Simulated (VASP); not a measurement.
The cell holds one NaI (rock salt) (100) slab, with vacuum along c, ions free to move until forces fall under 0.03 eV/Å, no reconstruction beyond this cell, dipole correction on. Ionisation potential and electron affinity count from the cell's own band edges, surface states included.

Consider the following.

```xyz
8
Lattice="4.5588 0.0000 0.0000 0.0000 4.5588 0.0000 0.0000 0.0000 27.8410" Properties=species:S:1:pos:R:3 pbc="T T T"
Na     0.0000     2.2794     9.2007
Na     2.2794     0.0000    12.2764
Na     0.0000     2.2794    15.5646
Na     2.2794     0.0000    18.6403
I      0.0000     2.2794    12.3351
I      2.2794     0.0000     9.0179
I      0.0000     2.2794    18.8231
I      2.2794     0.0000    15.5059
```

Level of theory: r2SCAN meta-GGA, VASP's PBE PAW potentials (set 64) (plane waves; VASP 6.6.1). Run with 400 eV cut-off, 5×5×1 Γ-centred mesh, Gaussian smearing of 0.050 eV, potentials Na_pv I.

Slab and bulk use different k-meshes, so the surface energy is good to a few per cent at best. Unless said otherwise, spin-orbit coupling is left out, though it shifts the bands of the heavy elements here.

Task: Predict its surface energy, ionisation potential, electron affinity, band gap (on the k-mesh).

Result: 
```json
{
 "surface_energy": "0.12 J/m²",
 "ionisation_potential": "6.27 eV",
 "electron_affinity": "1.70 eV",
 "band gap (on the k-mesh)": "4.57 eV"
}
```

The cell is a thin slab with vacuum, built from NaI (rock salt): (100) face.
